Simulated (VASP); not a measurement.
Runs of VASP 6.6.1 on ScAl3. The structure is cubic, space group Pm-3m (No. 221). Conventional cell: a = 4.155 Å, b = 4.155 Å, c = 4.155 Å, α = 90.00°, β = 90.00°, γ = 90.00°. Sc (site symmetry m-3m) is surrounded by 12 Al at 2.94 Å. Around Al (site symmetry 4/mmm) lie 4 Sc at 2.94 Å and 8 Al at 2.94 Å. The cell is a database's computed one.

```tsv
cell	gap on the mesh (eV)	pressure (GPa)
Pm-3m, 17.93 Å³/atom	none	-2.8
Pm-3m, 16.22 Å³/atom	none	6.4
Pm-3m, 17.08 Å³/atom	none	(a)
Pm-3m, 17.5 Å³/atom	none	-0.9
```

Alike in all rows: task single point; level PBE; potentials or basis VASP PAW PBE potentials, release 64 (Sc_sv, Al); no spin polarisation; k mesh 6 × 6 × 6; cutoff (eV) 520; smearing fermi-dirac 0.1 eV.

Task: Fill in the values left out.

Result: (a) 1.2.

A gap of «none» marks a metal or a gap under the smearing width.
